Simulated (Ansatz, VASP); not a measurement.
**One calculation of MgWSe3, two programs**

```
Mg W Se
1.0
     4.81600    0.00000    0.00000
     0.00000    4.81600    0.00000
     0.00000    0.00000    4.81600
Mg W Se
1 1 3
Cartesian
  0.0000 0.0000 0.0000
  2.4080 2.4080 2.4080
  2.4080 0.0000 0.0000
  0.0000 2.4080 0.0000
  0.0000 0.0000 2.4080
```

Alike in both runs: functional PBE; k mesh 8 × 8 × 8; occupations gaussian, width 0.1 eV; no spin polarisation.

Ansatz relaxed the structure, and its values are those at the end. VASP's run is a single point on that final structure, the one shown.

```csv
,VASP,Ansatz
version,VASP 6.6.1,Ansatz 0.2.0
potentials or method,"VASP PAW PBE potentials, release 64 (Mg, W_sv, Se)","scalar-relativistic, plane waves, PAW"
plane-wave cutoff (eV),520,420
valence electrons in the cell,34,72
```

```tsv
	VASP	Ansatz	Ansatz less VASP
gap on the k mesh at the Fermi level (eV)	none	none	-
pressure (GPa)	0.0	0.0	-0.05
```

A gap of «none» marks a metal or a gap that the smearing closes. The two sets of potentials don't hold the same shells in valence.

Spin-orbit coupling is left out, which matters for the levels of W.
